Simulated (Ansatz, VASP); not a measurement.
# Two plane-wave programs on LaMnIn

Contents of INCAR:

```
SYSTEM = LaMnIn
PREC     = Accurate       ! precision mode
ENCUT    = 520            ! plane-wave cutoff, eV
EDIFF    = 1E-7           ! SCF threshold, eV
ISMEAR   = -1             ! smearing method
SIGMA    = 0.05           ! smearing width, eV
LREAL    = .FALSE.        ! projectors in reciprocal space
LASPH    = .TRUE.         ! aspherical terms in the spheres
NELM     = 100            ! most SCF steps
ALGO     = Normal         ! electronic algorithm
ISIF     = 2              ! what is computed and relaxed
LWAVE    = .FALSE.        ! write WAVECAR
LCHARG   = .FALSE.        ! write CHGCAR
ISPIN    = 2              ! spin polarisation
MAGMOM   = 0 0 4          ! initial moments
LORBIT   = 11             ! projections on sites
LMAXMIX  = 6              ! l up to which the mixer works
GGA      = PE             ! functional
NBANDS   = 30             ! bands
```

The input KPOINTS:

```
regular mesh
0
G
  7 7 7
  0 0 0
```

The input POSCAR:

```
LaMnIn
1.0
    4.6834291316      0.0000000000      0.0000000000
   -2.3417145658      4.0559686048      0.0000000000
    0.0000000000      0.0000000000      4.1769040842
La In Mn
1 1 1
Direct
    0.0000000000      0.0000000000      0.0000000000
    0.3333333333      0.6666666667      0.5000000000
    0.6666666667      0.3333333333      0.5000000000
```

Contents of input.yaml:

```yaml
crystal:
  lattice:
    - [4.6834291316, 0.0, 0.0]
    - [-2.3417145658, 4.0559686048, 0.0]
    - [0.0, 0.0, 4.1769040842]
  atoms:
    - { symbol: La, position: [0.0, 0.0, 0.0] }
    - { symbol: In, position: [0.3333333333, 0.6666666667, 0.5] }
    - { symbol: Mn, position: [0.6666666667, 0.3333333333, 0.5], spin: 4.0 }
hamiltonian:
  xc: pbe
  pseudopotentials: { kind: paw }
magnetization:
  spin_polarized: true
kpoints:
  mp_grid: { grid: [7, 7, 7] }
scf:
  occupations: { method: fermi_dirac, width: 0.05 }
output:
  forces: true
  stress: true
  eigenvalues: true
```

Change from the starting cell: volume scaled by 1.06.

Alike in both runs: task single point; functional PBE; k mesh 7 × 7 × 7; occupations fermi-dirac, width 0.05 eV; collinear spin, ferromagnetic start.

```csv
,VASP,Ansatz
version,VASP 6.6.1,Ansatz 0.2.0
potentials or method,"VASP PAW PBE potentials, release 64 (La, In_d, Mn_pv)",Ansatz PAW
plane-wave cutoff (eV),520,420
valence electrons in the cell,37,39
```

```tsv
	VASP	Ansatz	Ansatz less VASP
gap on the k mesh at the Fermi level (eV)	none	none	-
pressure (GPa)	1.1	1.1	+0.04
largest component of the traceless stress (GPa)	1.74	1.74	+0.003
net moment per atom (μB)	1.07	1.07	0.000
size of the moment on the site where the two differ most (μB)	0.10	0.06	-0.043
```

Site moments also hang on the region over which each program counts them. A gap of «none» marks a metal or a gap that the smearing closes. With one functional, cell and mesh, what is left measures potentials, basis and numerics. The two sets of potentials don't hold the same shells in valence.

The runs have no spin-orbit coupling, so splittings on La are missing.
